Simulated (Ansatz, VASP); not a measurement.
# HfC in two plane-wave programs

Wanted: the spread between two codes on one cell, functional and k mesh. The cell is taken from a series of runs on this material, whose earlier steps may have relaxed, scaled, displaced or heated it; both programs get it as it stands.

Method: plane waves, with VASP 6.6.1 beside it; zone-centre phonons at LDA, in Ansatz 0.2.0.

### 1. The starting structure

It takes space group I4/mmm (No. 139, tetragonal). Conventional cell: a = 3.201 Å, b = 3.201 Å, c = 4.591 Å, α = 90.00°, β = 90.00°, γ = 90.00°. Nearest to C lie 6 Hf at 2.26 to 2.30 Å. Nearest to Hf lie 6 C at 2.26 to 2.30 Å. Farther neighbours are not listed.

### 2. Ansatz: zone-centre phonons, LDA

Ansatz runs on its PAW soft_1 files.

Second derivatives magnify differences that forces hide, and they need a tight electronic threshold.

Input file input.yaml:

```yaml
crystal:
  lattice:
    - [0.0, 2.2635088727, 2.2954161058]
    - [2.2635088727, 0.0, 2.2954161058]
    - [2.2635088727, 2.2635088727, 0.0]
  atoms:
    - { symbol: C, position: [0.0, 0.0, 0.0] }
    - { symbol: Hf, position: [0.5, 0.5, 0.5] }
kpoints:
  mp_grid: { grid: [16, 16, 16] }
hamiltonian:
  xc: lda
  pseudopotentials: { kind: paw, azcp: { folder: soft_1 }, xc_functional: pbe }
scf:
  occupations: { method: methfessel_paxton, width: 0.2 }
output:
  eigenvalues: true
phonons:
  method: dfpt
```

On the command line:

```
$ ansatz run input.yaml --threads 4 --pin off --max-ram 10240MiB --backend cpu --events-out ev --progress --plain --runs-dir out
```

Numbers of over 12 decimals in the logs are rounded to 6 here.

Output:

```text
zone centre: on kpoints.mp_grid the ground state, and the responses unless they are solved on pairs of k-points, stand on 621 of the mesh's 4096 k-points, reduced under 8 symmetry operations, with k and −k counted as one. Each operation leaves every solved displacement unchanged or reverses it
Engine: ansatz 0.2.0, aarch64-unknown-linux-gnu
Pseudopotentials: kind: paw
Pseudopotential: C, paw, valence charge 4, recommended cutoff 420 eV (normal), soft_1/C.paw.azcp
Pseudopotential: Hf, paw, valence charge 26, recommended cutoff 420 eV (normal), soft_1/Hf.paw.azcp
Functional definition: SPW92
  exchange = slater_x
  correlation = pw_c
Crystal: 2 atoms, lattice volume = 23.521 Å³
Basis set: ecut = 420 eV, 459 PW (Γ), exchange–correlation on 48×48×48 points (8 copies of the dense FFT grid, shifted against one another)
Bands: 19, of which v1, the nominal top of the filled ones, is band 15 counted from 1 (14 counted from 0)
Symmetry: 16 space group operations
k-points: 621 of 4096 (irreducible under 8 space group operations)
Non-local potential: C, projectors of the file, l = 0: 2, l = 1: 2, l = 2: 1
Non-local potential: Hf, projectors of the file, l = 0: 3, l = 1: 2, l = 2: 2, l = 3: 3
PAW form: soft (Blöchl's): semilocal exchange-correlation on the pseudo side does not see the compensation charge
PAW frozen core: C, regenerated for the run's functional, and the local potential with it (the file was generated under x = pbe(κ = 0.804, μ = 0.219515), c = pbe(β = 0.066725))
PAW frozen core: Hf, regenerated for the run's functional, and the local potential with it (the file was generated under x = pbe(κ = 0.804, μ = 0.219515), c = pbe(β = 0.066725))
PAW one-centre angular grid: C, 110 points (default); XC on 64 Gauss nodes
PAW one-centre angular grid: Hf, 590 points (default); XC on 64 Gauss nodes
Initial density: superposition of atomic densities (chi_scale 0.1, normalization cell, long waves kept (reshape's long-wave potential 0.00 eV rms))
Initial wavefunctions: pseudopotential atomic-orbital guess
Functional: x = slater, c = lda
SCF iter   1: F=—  HF=-15723.157044 eV  |F-HF|=—  |Δ(HF+E_count)|=         —  Δρ=9.35e-2  dr2=2.73e0  ethr=3.10e-3  ⟨swp⟩=4.8  Hψ=51663  notcnv=0
preconditioner: auto → Kerker (q_TF=auto, 2.841 Å⁻¹)  [metal: Δε(μ)=0.026 eV  Ē_g=17.782 eV  σ=0.200 eV  W_gap=0.11  n_scr=14 (ndim 8)  ℏωp=40.5 eV  f_vac=0.000  D(μ)=0.20/eV (n_scr^D=0)]
SCF iter   2: F=—  HF=-15722.570510 eV  |F-HF|=—  |Δ(HF+E_count)|=   5.87e-1  S|Δr|=    0.00e0  Δρ=3.33e-2  dr2=2.64e-1  ethr=3.10e-3  ⟨swp⟩=2.1  Hψ=20402  notcnv=0
SCF iter   3: F=—  HF=-15722.508360 eV  |F-HF|=—  |Δ(HF+E_count)|=   6.21e-2  S|Δr|=    0.00e0  Δρ=1.36e-2  dr2=2.59e-2  ethr=8.81e-4  ⟨swp⟩=2.0  Hψ=21439  notcnv=0
SCF iter   4: F=—  HF=-15722.503023 eV  |F-HF|=—  |Δ(HF+E_count)|=   5.34e-3  S|Δr|=    0.00e0  Δρ=7.51e-3  dr2=6.38e-3  ethr=8.65e-5  ⟨swp⟩=2.1  Hψ=21011  notcnv=0
SCF iter   5: F=—  HF=-15722.502338 eV  |F-HF|=—  |Δ(HF+E_count)|=   6.85e-4  S|Δr|=    0.00e0  Δρ=1.44e-3  dr2=2.76e-4  ethr=2.13e-5  ⟨swp⟩=2.0  Hψ=18142  notcnv=0
SCF iter   6: F=—  HF=-15722.502228 eV  |F-HF|=—  |Δ(HF+E_count)|=   1.10e-4  S|Δr|=    0.00e0  Δρ=2.79e-4  dr2=1.92e-5  ethr=9.20e-7  ⟨swp⟩=2.6  Hψ=22097  notcnv=0
SCF iter   7: F=—  HF=-15722.502228 eV  |F-HF|=—  |Δ(HF+E_count)|=   3.16e-7  S|Δr|=    0.00e0  Δρ=8.16e-5  dr2=1.15e-6  ethr=6.41e-8  ⟨swp⟩=2.3  Hψ=21745  notcnv=0
SCF iter   8: F=—  HF=-15722.502229 eV  |F-HF|=—  |Δ(HF+E_count)|=   6.12e-7  S|Δr|=    0.00e0  Δρ=1.36e-5  dr2=2.64e-8  ethr=3.82e-9  ⟨swp⟩=2.8  Hψ=22237  notcnv=0
SCF iter   9: F=—  HF=-15722.502229 eV  |F-HF|=—  |Δ(HF+E_count)|=   7.57e-9  S|Δr|=    0.00e0  Δρ=2.51e-6  dr2=1.13e-9  ethr=8.80e-11  ⟨swp⟩=2.2  Hψ=17848  notcnv=0
SCF iter  10: F=—  HF=-15722.502229 eV  |F-HF|=—  |Δ(HF+E_count)|=  9.64e-11  S|Δr|=    0.00e0  Δρ=2.26e-7  dr2=1.12e-11  ethr=3.76e-12  ⟨swp⟩=2.5  Hψ=21122  notcnv=0
SCF iter  11: F=-15722.502229 eV  HF=-15722.502229 eV  |F-HF|=7.28e-12  |Δ(HF+E_count)|=  7.28e-12  S|Δr|=    0.00e0  Δρ=4.02e-8  dr2=2.87e-13  ethr=1.00e-12  ⟨swp⟩=7.3  Hψ=67774  notcnv=0
SCF 1 converged in 11 iterations: F = -15722.502229 eV  dr2 = 2.87e-13
  greatest PAW one-centre occupation: 0.998 electrons in one spin orbital (limit 2), on the Hf atom at site 1 (counted from 0), in its partial waves of l = 3
DFPT response loops at Γ: preconditioner auto → Kerker (q_TF=auto, 2.841 Å⁻¹) (partly filled bands, converged f_vac=0.000); β = 1.00, the filter's whole step (`scf.mixing.beta` (0.50) is not read by the response loops under this deck's `scf.mixing.preconditioner`; to damp them name `kerker` or `kerker_dos`, under which they read `scf.mixing.beta`, and type it under 1.00, their step now; both keys bind the ground state too); Broyden in place of MSR1
SCF converged after 11 iterations
Stability not checked: this state was not tested for a lower state beside it, because cold or Methfessel-Paxton smearing, or corrected tetrahedra, fill the levels in a way that the test cannot read (fill_not_monotonic; see scf.lower_state_search)
Free energy (F): -15722.502229 eV
Harris-Foulkes:  -15722.502229 eV  (|F-HF|=7.28e-12)
Internal energy: -15722.501710 eV  (E = F + TS)
E sigma→0 (E₀):  -15722.502099 eV
Entropy (-TS):   -0.000518 eV (-0.259 meV/atom)
Fermi energy:    19.614029 eV
--- Per-component energies (eV) ---
  E_band       = 100.947506
  E_kinetic    = 498.650740
  E_local      = -6057.793535  (includes V_loc(G=0)·N_el)
  E_nonlocal   = 99.649907
  E_hartree    = 2978.019577
  E_xc         = -313.424095
  E_vxc        = -315.823125  (∫ρ·V_xc dr)
  E_paw        = -7548.998778  (= ΣΔE_a)
  E_vpaw       = -79.775724  (= ΣTr[D̂ρ^β])
  E_aug_tail   = 0.000113  (compensation charges beyond the density's cutoff)
  E_ewald      = -5381.125560
  E_core_change = 2.519920  (= ΣΔE_core)
  E_smearing   = -0.000518  (= −TS)
  E_closure    = -0.000000  (closes the sum)
  Σ components = -15722.502229   (vs F -15722.502229, Δ=0.00e0)
--- Band table (eV; the first three rows and the last of 621) ---
  k-point 0: bands = [... 11 lower, 8.8725, 20.6773, 20.7632, 20.7632, 20.7882, 20.9480, 20.9480, 22.9829]
  k-point 1: bands = [... 11 lower, 8.8722, 19.8680, 20.0899, 20.1753, 21.1222, 21.1975, 21.5258, 23.5354]
  k-point 2: bands = [... 11 lower, 8.8724, 18.7843, 19.2240, 19.3031, 21.4830, 21.5434, 21.9979, 24.6847]
  k-point 620: bands = [... 11 lower, 9.0102, 17.0232, 17.5440, 19.7134, 19.7134, 25.1960, 26.7245, 26.7245]
--- Phonons (Γ-DFPT): 4 representative perturbations + reference, on 621 of 4096 k-points (Σ response iterations 12) ---
  k mesh reduced under 8 symmetry operations, with k and −k counted as one. Each operation leaves every solved displacement unchanged or reverses it
  ASR residual: 1.508e-5 → 0.000e0 eV/Å²; symmetrization residual: 9.881e-7 eV/Å²
  ASR residual per site (eV/Å²): 1.51e-5 5.39e-6
  Γ frequencies (cm⁻¹): 0.00 0.00 0.00 449.08 492.57 492.57
  non-analytic LO–TO correction: not included (Born effective charges unavailable; polar crystals: no LO–TO splitting at Γ)
```

(Continued in part 2 of 2.)

[Lines on the potential files, build, host, timing and source positions are cut from VASP's logs without a mark.]

[Logs are printed without paths, hosts, clocks, repeated set-up lines and the standing remarks that a program may print on its own settings, such as how far it seeks lower states.]

[Hosts, paths, dates, database ids (printed as entryN), source tags and the programs' standing remarks are cut or masked in the printed files.]
